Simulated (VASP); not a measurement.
A cell of Ti (hcp) near equilibrium:

```xyz
2
Lattice="1.4642 -2.5361 0.0000 1.4642 2.5361 0.0000 0.0000 0.0000 4.6423" Properties=species:S:1:pos:R:3 pbc="T T T"
Ti     1.4642     0.8454     1.1606
Ti     1.4642    -0.8454     3.4817
```

Method: PBE GGA, VASP's PBE PAW potentials (set 64) (plane waves; VASP).

| run | ΔE (meV/atom) | σxx | σyy | σzz | largest shear component, with its sign (GPa) | largest force (eV/Å) |
|---|---|---|---|---|---|---|
| as it is | 0.0 | 0.62 | 0.62 | 0.43 | 0.00 | 0.000 |
| after one change | 1.6 | 1.97 | 1.97 | 1.20 | 0.00 | 0.000 |
Stress is in GPa, positive when the cell is compressed.

Problem. Name the change that produced these shifts.
A) isotropic strain of +1.5 %
B) biaxial strain of +0.5 % in the yz plane
C) uniaxial strain of +0.5 % along y with the ions relaxed
D) biaxial strain of -0.5 % in the xy plane

Solution. D, biaxial strain of -0.5 % in the xy plane

The compound is Ti in the hcp structure.
